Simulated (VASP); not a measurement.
Input:

```
CELL_PARAMETERS angstrom
      0.00000     2.49109     2.49109
      2.49109     0.00000     2.49109
      2.49109     2.49109     0.00000
ATOMIC_POSITIONS crystal
  Zr 0.00000 0.00000 0.00000
  O  0.25000 0.25000 0.25000
  O  0.75000 0.75000 0.75000
```

Calculation: SCAN meta-GGA, VASP's PBE PAW potentials (set 64) (plane waves; VASP 6.6.1). Settings: 520 eV cut-off, 8×8×8 Γ-centred mesh, Gaussian smearing of 0.050 eV, potentials Zr_sv O.

Give the stress tensor in GPa (positive for a compressed cell).

```
18.27   0.00   0.00
 0.00  18.27   0.00
 0.00   0.00  18.27
```
The pressure is its mean diagonal, 18.27 GPa.

The compound is ZrO2 in the fluorite structure, the high-temperature cubic form, which is unstable at 0 K; the monoclinic form is the stable one. This cell is one point of a volume scan, at 0.94 of the reference volume.
